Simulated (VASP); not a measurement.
A run of VASP 6.6.1:

File INCAR:

```
ALGO = Normal ; EDIFF = 1E-6
EDIFFG = -0.02 ; ENCUT = 600
GGA = PS ; IBRION = 2
ISIF = 3 ; ISMEAR = -1
IVDW = 11 ; LASPH = T
LCHARG = F ; LREAL = F
LWAVE = F ; NELM = 60
NSW = 40 ; PREC = Accurate
SIGMA = 0.05
```

The input KPOINTS:

```
k-points
0
Gamma
  4 4 4
```

File POSCAR:

```
Cs2InAgCl6
1.0
    0.0000000000      5.2345000000      5.2345000000
    5.2345000000      0.0000000000      5.2345000000
    5.2345000000      5.2345000000      0.0000000000
Cs In Ag Cl
2 1 1 6
Direct
    0.7500000000      0.7500000000      0.7500000000
    0.2500000000      0.2500000000      0.2500000000
    0.0000000000      0.0000000000      0.0000000000
    0.5000000000      0.5000000000      0.5000000000
    0.7602100000      0.7602100000      0.2397900000
    0.2397900000      0.2397900000      0.7602100000
    0.7602100000      0.2397900000      0.7602100000
    0.2397900000      0.7602100000      0.7602100000
    0.2397900000      0.7602100000      0.2397900000
    0.7602100000      0.2397900000      0.2397900000
```

Potentials or basis: VASP PAW PBE potentials, release 64 (Cs_sv, In_d, Ag, Cl).

Run with:

```console
$ cat potpaw_PBE.64/Cs_sv/POTCAR potpaw_PBE.64/In_d/POTCAR potpaw_PBE.64/Ag/POTCAR potpaw_PBE.64/Cl/POTCAR > POTCAR
$ mpirun -np 1 vasp_std > vasp.out
```

Hardware: 1 thread of Intel(R) Xeon(R) 6975P-C (Granite Rapids), on a shared host.

How long does it take, and how much memory?

Run time: 9 min on 1 thread of Intel(R) Xeon(R) 6975P-C (Granite Rapids), with other jobs on the host, peak memory 0.61 GiB. Counts: scf iterations 48, k points 8, ion steps 5.
